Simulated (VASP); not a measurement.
OSZICAR of a VASP run on Pd (fcc):

**OSZICAR**
```
       N       E                     dE             d eps       ncg     rms          rms(c)
DAV:   1     0.166761619585E+02    0.16676E+02   -0.51426E+03  7800   0.100E+03
DAV:   2    -0.257258824547E+02   -0.42402E+02   -0.41370E+02  8102   0.191E+02
DAV:   3    -0.260635543892E+02   -0.33767E+00   -0.33487E+00  9394   0.203E+01
DAV:   4    -0.260656132518E+02   -0.20589E-02   -0.20585E-02  9777   0.133E+00
DAV:   5    -0.260656399802E+02   -0.26728E-04   -0.26730E-04  9871   0.106E-01    0.850E+00
DAV:   6    -0.227354754960E+02    0.33302E+01   -0.69729E+00  7943   0.249E+01    0.414E+00
DAV:   7    -0.229343017848E+02   -0.19883E+00   -0.84926E-01  8204   0.651E+00    0.246E+00
DAV:   8    -0.229298769327E+02    0.44249E-02   -0.24197E-02  7974   0.124E+00    0.298E-01
DAV:   9    -0.229354498283E+02   -0.55729E-02   -0.63860E-03  8926   0.703E-01    0.119E-01
DAV:  10    -0.229355513895E+02   -0.10156E-03   -0.91502E-04  9875   0.278E-01    0.448E-02
DAV:  11    -0.229356299569E+02   -0.78567E-04   -0.40684E-04 10156   0.142E-01    0.490E-02
DAV:  12    -0.229356264715E+02    0.34854E-05   -0.67520E-05  8064   0.816E-02    0.204E-02
DAV:  13    -0.229356494017E+02   -0.22930E-04   -0.64250E-05  8020   0.609E-02    0.232E-03
DAV:  14    -0.229356500040E+02   -0.60225E-06   -0.22492E-06  8434   0.161E-02    0.132E-03
DAV:  15    -0.229356507593E+02   -0.75532E-06   -0.37989E-07  8838   0.475E-03    0.119E-03
DAV:  16    -0.229356500662E+02    0.69315E-06   -0.51712E-08  6527   0.345E-03    0.329E-04
DAV:  17    -0.229356502465E+02   -0.18032E-06   -0.34334E-08  4209   0.126E-03    0.784E-05
DAV:  18    -0.229356501568E+02    0.89650E-07   -0.32076E-09  4180   0.449E-04
   1 F= -.22935650E+02 E0= -.22935216E+02  d E =-.130247E-02
```

Problem. Which electronic solver shows in the log?

Solution. It is blocked Davidson (ALGO = Normal, or the opening steps of other solvers). The INCAR had ALGO = Normal.

Problem. Can the final energy be trusted as converged?

Solution. The calculation finished and met its thresholds. It stopped with EDIFF = 1E-7, NELM = 100 (r2SCAN meta-GGA, plane waves, VASP's PBE PAW potentials (set 64)).

The compound is Pd in the fcc structure. This cell was strained or had an atom moved on purpose.
